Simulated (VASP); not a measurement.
# SnW3 (Pm-3m) in VASP: a series of runs, part 2 of 2

VASP 6.6.1. The steps go on from the part before.

## 3. Single point, PBEsol

This run uses another cell than the first one, of 16.62 Å³/atom, 0.937 times its volume.

Input file INCAR:

```
SYSTEM = SnW3
ALGO = Fast
EDIFF = 1E-6
ENCUT = 520
GGA = PS
ISIF = 2
ISMEAR = 0
LASPH = .True.
LCHARG = .True.
LELF = .True.
LREAL = .False.
LVHAR = .True.
LWAVE = .False.
NBANDS = 36
NELM = 100
PREC = Accurate
SIGMA = 0.05
```

Input file KPOINTS:

```
k-points
0
Gamma
  8 8 8
  0 0 0
```

Input file POSCAR:

```
SnW3
1.0
    4.0513533152      0.0000000000      0.0000000000
    0.0000000000      4.0513533152      0.0000000000
    0.0000000000      0.0000000000      4.0513533152
W Sn
3 1
Direct
    0.0000000000      0.5000000000      0.5000000000
    0.5000000000      0.5000000000      0.0000000000
    0.5000000000      0.0000000000      0.5000000000
    0.0000000000      0.0000000000      0.0000000000
```

Potentials or basis: VASP PAW PBE potentials, release 64 (W_sv, Sn_d).

The run is started by

```sh
> cat potpaw_PBE.64/W_sv/POTCAR potpaw_PBE.64/Sn_d/POTCAR > POTCAR
> mpirun -np 1 vasp_std > vasp.out
```

OUTCAR:

```text
SYSTEM = SnW3
   EDIFF = 1E-6
   ENCUT = 520
   GGA = PS
   ISIF = 2
   ISMEAR = 0
   LASPH = .True.
   LREAL = .False.
   NELM = 100
   PREC = Accurate

 ion  position               nearest neighbor table
   1  0.000  0.500  0.500-   2 2.86   3 2.86   4 2.86   2 2.86   4 2.86   3 2.86   4 2.86   4 2.86
                             2 2.86   3 2.86   2 2.86   3 2.86
   2  0.500  0.500  0.000-   1 2.86   3 2.86   4 2.86   1 2.86   3 2.86   3 2.86   4 2.86   3 2.86
                             1 2.86   4 2.86   1 2.86   4 2.86
   3  0.500  0.000  0.500-   1 2.86   2 2.86   4 2.86   2 2.86   4 2.86   1 2.86   2 2.86   2 2.86
                             1 2.86   4 2.86   4 2.86   1 2.86
   4  0.000  0.000  0.000-   1 2.86   2 2.86   3 2.86   1 2.86   3 2.86   1 2.86   2 2.86   1 2.86
                             2 2.86   3 2.86   3 2.86   2 2.86

  LATTYP: Found a simple cubic cell.
 ALAT       =     4.0513533152

  Lattice vectors:

 A1 = (   4.0513533152,   0.0000000000,   0.0000000000)
 A2 = (   0.0000000000,   4.0513533152,   0.0000000000)
 A3 = (   0.0000000000,   0.0000000000,   4.0513533152)

Analysis of symmetry for initial positions (statically):
=====================================================================
 Subroutine PRICEL returns:
 Original cell was already a primitive cell.

 Routine SETGRP: Setting up the symmetry group for a
 simple cubic supercell.

 Subroutine GETGRP returns: Found 48 space group operations
 (whereof 48 operations were pure point group operations)
 out of a pool of 48 trial point group operations.

The static configuration has the point symmetry O_h .

Analysis of symmetry for dynamics (positions and initial velocities):
=====================================================================
 Subroutine PRICEL returns:
 Original cell was already a primitive cell.

 Routine SETGRP: Setting up the symmetry group for a
 simple cubic supercell.

 Subroutine GETGRP returns: Found 48 space group operations
 (whereof 48 operations were pure point group operations)
 out of a pool of 48 trial point group operations.

The dynamic configuration has the point symmetry O_h .

 Subroutine INISYM returns: Found 48 space group operations
 (whereof 48 operations are pure point group operations),
 and found     1 'primitive' translations

----------------------------------------------------------------------------------------

                                     Primitive cell

  volume of cell :      66.4967

  direct lattice vectors                    reciprocal lattice vectors
     4.051353315  0.000000000  0.000000000     0.246831101  0.000000000  0.000000000
     0.000000000  4.051353315  0.000000000     0.000000000  0.246831101  0.000000000
     0.000000000  0.000000000  4.051353315     0.000000000  0.000000000  0.246831101

  length of vectors
     4.051353315  4.051353315  4.051353315     0.246831101  0.246831101  0.246831101

  position of ions in fractional coordinates (direct lattice)
     0.000000000  0.500000000  0.500000000
     0.500000000  0.500000000  0.000000000
     0.500000000  0.000000000  0.500000000
     0.000000000  0.000000000  0.000000000

  ion indices of the primitive-cell ions
   primitive index   ion index
                 1           1
                 2           2
                 3           3
                 4           4

----------------------------------------------------------------------------------------

 KPOINTS: k-points

Automatic generation of k-mesh.
 Grid dimensions read from file:
 generate k-points for:    8    8    8

 Generating k-lattice:

  Cartesian coordinates                     Fractional coordinates (reciprocal lattice)
     0.030853888  0.000000000  0.000000000     0.125000000  0.000000000  0.000000000
     0.000000000  0.030853888  0.000000000     0.000000000  0.125000000  0.000000000
     0.000000000  0.000000000  0.030853888     0.000000000  0.000000000  0.125000000

  Length of vectors
     0.030853888  0.030853888  0.030853888

  Shift w.r.t. Gamma in fractional coordinates (k-lattice)
     0.000000000  0.000000000  0.000000000

 Subroutine IBZKPT returns following result:
 ===========================================

 Found     35 irreducible k-points:

 Following reciprocal coordinates:
            Coordinates               Weight
  0.000000  0.000000  0.000000      1.000000
  0.125000  0.000000  0.000000      6.000000
  0.250000  0.000000  0.000000      6.000000
  0.375000  0.000000  0.000000      6.000000
  0.500000  0.000000  0.000000      3.000000
  0.125000  0.125000  0.000000     12.000000
[... 16 lines left out ...]
  0.375000  0.375000  0.125000     24.000000
  0.500000  0.375000  0.125000     24.000000
 [... further k-points ...]
   k-points           NKPTS =     35   k-points in BZ     NKDIM =     35   number of bands    NBANDS=     36
   number of dos      NEDOS =    301   number of ions     NIONS =      4
   total plane-waves  NPLWV =  27000
   dimension x,y,z NGX =    30 NGY =   30 NGZ =   30
   dimension x,y,z NGXF=    60 NGYF=   60 NGZF=   60
   ions per type =               3   1
   NGX,Y,Z   is equivalent  to a cutoff of  12.31, 12.31, 12.31 a.u.
   NGXF,Y,Z  is equivalent  to a cutoff of  24.62, 24.62, 24.62 a.u.
 SYSTEM =  SnW3
   PREC   = accura    normal or accurate (medium, high low for compatibility)
   ISTART =      0    job   : 0-new  1-cont  2-samecut
   ICHARG =      2    charge: 1-file 2-atom 10-const
   ISPIN  =      1    spin polarized calculation?
   LNONCOLLINEAR =      F non collinear calculations
   LSORBIT =      F    spin-orbit coupling
   LASPH  =      T    aspherical Exc in radial PAW
   ENCUT  =  520.0 eV  38.22 Ry    6.18 a.u.   7.53  7.53  7.53*2*pi/ulx,y,z
   NELM   =    100;   NELMIN=  2; NELMDL= -5     # of ELM steps
   EDIFF  = 0.1E-05   stopping-criterion for ELM
[... 8 lines left out ...]
   TEBEG  =    0.0;   TEEND  =   0.0 temperature during run
   PSTRESS=    0.0 pullay stress
   NELECT =      56.0000    total number of electrons
   NUPDOWN=      -1.0000    fix difference up-down
   EMIN   =  10.00;   EMAX   =-10.00  energy-range for DOS
   EFERMI =   0.00;   METHOD = LEGACY
   ISMEAR =     0;   SIGMA  =   0.05  broadening in eV -4-tet -1-fermi 0-gaus
   EFERMI_NEDOS =   21; number of points for ismear=-14 and -15
   IALGO  =     68    algorithm
   IMIX   =      4    mixing-type and parameters
     AMIX     =   0.40;   BMIX     =  1.00
     AMIX_MAG =   1.60;   BMIX_MAG =  1.00
  volume/ion in A,a.u.               =      16.62       112.19
  Fermi-wavevector in a.u.,A,eV,Ry     =   1.545981  2.921480 32.518688  2.390056
  Thomas-Fermi vector in A             =   2.651282
   LORBIT       =      0    0 simple, 1 ext, 2 COOP (PROOUT), +10 PAW based schemes
   GGA     = PS    functional components
   LHFCALC =     F    Hartree Fock is set to
   AEXX    =    0.0000 exact exchange contribution
   IVDW    =     0    specifies the selected vdW correction
   LEPSILON=     F    determine dielectric tensor
   LRPA    =     F    only Hartree local field effects (RPA)
 non-spin polarized calculation
 RMM-DIIS sequential band-by-band and
 Gauss-broadening in eV      SIGMA  =   0.05
  energy-cutoff  :      520.00
  volume of cell :       66.50
 maximum number of plane-waves:      1806
   NGX = 15   NGY = 15   NGZ = 15

 number of electron      56.0000004 magnetization

 Free energy of the ion-electron system (eV)
  ---------------------------------------------------
  ext. energy  EPLUGINS =         0.00000000
  ---------------------------------------------------
  free energy    TOTEN  =       -43.38916617 eV

  energy without entropy =      -43.38360296  energy(sigma->0) =      -43.38638456

 E-fermi :  12.0777     XC(G=0): -13.3625

 val. band max:       12.0648438875   @ k =   0.3750   0.3750   0.1250
 cond. band min:      12.0986518250   @ k =   0.5000   0.3750   0.1250
 fundamental gap:      0.0338079376
 Fermi energy:        12.0776884617

 k-point     1 :       0.0000    0.0000    0.0000
  band No.  band energies     occupation
      1     -62.2836      2.00000
      2     -62.1827      2.00000
      3     -62.1827      2.00000
      4     -26.8398      2.00000
      5     -26.8398      2.00000
      6     -26.8398      2.00000
[... 28 lines left out ...]
     35      16.9970      0.00000
     36      17.0026      0.00000
[... 866 lines left out ...]
      6     -26.6351      2.00000
[... 28 lines left out ...]
     35      16.3671      0.00000
     36      16.9005      0.00000

 [... further k-points ...]
[... 5 lines left out ...]
  --------------------------------------------------------------------------------------
  -------------------------------------------------------------------------------------
  Total        0.1568422      0.1568422      0.1568422      0.0000000     -0.0000000     -0.0000000
  in kB        3.7789673      3.7789673      3.7789673      0.0000000     -0.0000000     -0.0000000
  external PRESSURE =       3.7789673 kB  Pullay stress =       0.0000000 kB

 VOLUME and BASIS-vectors are now :
 -----------------------------------------------------------------------------
  energy-cutoff  :      520.00
  volume of cell :       66.50
      direct lattice vectors                 reciprocal lattice vectors
     4.051353315  0.000000000  0.000000000     0.246831101  0.000000000  0.000000000
     0.000000000  4.051353315  0.000000000     0.000000000  0.246831101  0.000000000
     0.000000000  0.000000000  4.051353315     0.000000000  0.000000000  0.246831101

 POSITION                                       TOTAL-FORCE (eV/Angst)
 -----------------------------------------------------------------------------------
      0.00000      2.02568      2.02568         0.000000      0.000000      0.000000
      2.02568      2.02568      0.00000         0.000000      0.000000      0.000000
      2.02568      0.00000      2.02568         0.000000      0.000000      0.000000
      0.00000      0.00000      0.00000         0.000000      0.000000      0.000000
 -----------------------------------------------------------------------------------
    total drift:                                0.000000      0.000000     -0.000000

  FREE ENERGIE OF THE ION-ELECTRON SYSTEM (eV)
  ---------------------------------------------------
  free  energy   TOTEN  =       -43.3891661682 eV

  energy  without entropy=      -43.3836029551  energy(sigma->0) =      -43.38638456
```

Wall time 58 s (1 thread of Intel Xeon Platinum 8559C (Emerald Rapids), shared host); peak memory 0.2 GiB.

What came out:

| Item | Value |
| --- | --- |
| Free energy | -43.3892 eV |
| Pressure | 0.4 GPa |
| Band gap on the k mesh | none (metal or under the smearing width) |

Levels at points of the mesh, in eV from the Fermi level:
```csv
k point,band 24,band 25,band 26,band 27,band 28,band 29,band 30,band 31,band 32,band 33
"(0.00, 0.00, 0.00)",-4.21,-1.29,-1.29,-1.29,0.27,0.27,0.27,2.59,2.59,4.03
"(0.50, 0.00, 0.00)",-2.64,-1.52,-1.52,-1.42,-0.94,-0.19,0.27,0.33,0.33,2.36
"(0.50, 0.50, 0.00)",-3.04,-2.87,-1.37,-1.37,-0.62,-0.09,-0.08,-0.08,0.86,1.22
"(0.50, 0.50, 0.50)",-3.49,-1.67,-1.67,-1.67,-0.07,0.04,0.04,0.04,1.12,1.12
```

Caveat: the PAW data sets were made with another functional, which shifts forces and pressure a little.

## 4. Single point, PBEsol

This run uses another cell than the first one, of 16.29 Å³/atom, 0.918 times its volume.

Input file INCAR:

```
SYSTEM = SnW3
PREC     = Accurate       ! precision mode
ENCUT    = 520            ! plane-wave cutoff, eV
EDIFF    = 1E-7           ! SCF threshold, eV
ISMEAR   = 0              ! smearing method
SIGMA    = 0.05           ! smearing width, eV
LREAL    = .False.        ! projectors in reciprocal space
LASPH    = .True.         ! aspherical terms in the spheres
NELM     = 100            ! most SCF steps
ALGO     = Normal         ! electronic algorithm
ISIF     = 2              ! what is computed and relaxed
LWAVE    = .False.        ! write WAVECAR
LCHARG   = .False.        ! write CHGCAR
GGA      = PS             ! functional
NBANDS   = 36             ! bands
```

Input file KPOINTS:

```
regular mesh
0
Gamma
  8 8 8
  0 0 0
```

Input file POSCAR:

```
SnW3
1.0
    4.0241622052      0.0000000000      0.0000000000
    0.0000000000      4.0241622052      0.0000000000
    0.0000000000      0.0000000000      4.0241622052
W Sn
3 1
Direct
    0.0000000000      0.5000000000      0.5000000000
    0.5000000000      0.5000000000      0.0000000000
    0.5000000000      0.0000000000      0.5000000000
    0.0000000000      0.0000000000      0.0000000000
```

The run is started by

```sh
> cat potpaw_PBE.64/W_sv/POTCAR potpaw_PBE.64/Sn_d/POTCAR > POTCAR
> mpirun -np 1 vasp_std > vasp.out
```

Wall time 41 s (1 thread of Intel Xeon Platinum 8559C (Emerald Rapids), shared host); peak memory 0.21 GiB.

The run converged. Its results:

- Free energy: -43.3634 eV
- Pressure: 5.7 GPa
- Band gap on the k mesh: none (metal or under the smearing width)

Levels at points of the mesh, in eV from the Fermi level:
```tsv
k point	band 24	band 25	band 26	band 27	band 28	band 29	band 30	band 31	band 32	band 33
(0.00, 0.00, 0.00)	-4.32	-1.30	-1.30	-1.30	0.28	0.28	0.28	2.67	2.67	4.15
(0.50, 0.00, 0.00)	-2.71	-1.54	-1.54	-1.46	-0.97	-0.20	0.27	0.33	0.33	2.48
(0.50, 0.50, 0.00)	-3.13	-2.94	-1.39	-1.39	-0.63	-0.10	-0.09	-0.09	0.88	1.24
(0.50, 0.50, 0.50)	-3.53	-1.72	-1.72	-1.72	-0.02	0.04	0.04	0.04	1.16	1.16
```

Caveat: the PAW data sets were made with another functional, which shifts forces and pressure a little. Spin-orbit coupling is left out, which matters for the levels of W.

## 5. Summary

```csv
cell,gap on the mesh (eV),pressure (GPa)
"Pm-3m, 17.74 Å³/atom",none,-13.9
"Pm-3m, 16.62 Å³/atom",none,0.4
"Pm-3m, 16.29 Å³/atom",none,5.7
```

Alike in all rows: task single point; level PBEsol; potentials or basis VASP PAW PBE potentials, release 64 (W_sv, Sn_d); no spin polarisation; k mesh 8 × 8 × 8; cutoff (eV) 520; smearing gaussian 0.05 eV.

Every run on the cell as given and a fine mesh finds a metal.

Caveats: the PAW data sets were made with another functional, which shifts forces and pressure a little.

Absolute energies hang on the potentials; compare differences alone.
